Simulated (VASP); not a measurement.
Crystal: Cd2SO.

```
O Cd S
1.0
     3.65083    0.00000    0.00000
     0.00000    3.65083    0.00000
     0.00000    0.00000    5.03288
O Cd S
1 2 1
Direct
  0.00000 0.00000 0.00000
  0.00000 0.00000 0.50000
  0.50000 0.50000 0.00000
  0.50000 0.50000 0.50000
```

The cell was built by a generator and needn't be a form met in nature.

Base run:

* Program: VASP 6.6.1
* Functional: r2SCAN
* Potentials or basis: VASP PAW PBE potentials, release 64 (O, Cd, S)
* Cutoff: 520 eV
* k mesh: 6 × 6 × 4
* Occupations: fermi-dirac, width 0.02 eV
* Spin: no spin polarisation

Its results: band gap on the k mesh 0.59 eV, indirect (least direct gap 1.52 eV); pressure 0.8 GPa.

Task: The run is repeated on the same cell with these changes: functional from r2SCAN to PBE; further incar settings from ALGO = Normal; EDIFF = 1e-06; NBANDS = 26 to ALGO = Normal; EDIFF = 1e-07; NBANDS = 26. What comes out?

Result: Band gap on the k mesh 0.08 eV, indirect (least direct gap 1.01 eV); pressure 3.7 GPa.

Caveats: the PAW data sets were made with another functional, which shifts forces and pressure a little (some runs).

A k mesh can miss the band edges.

Not every run made on this cell is shown here.
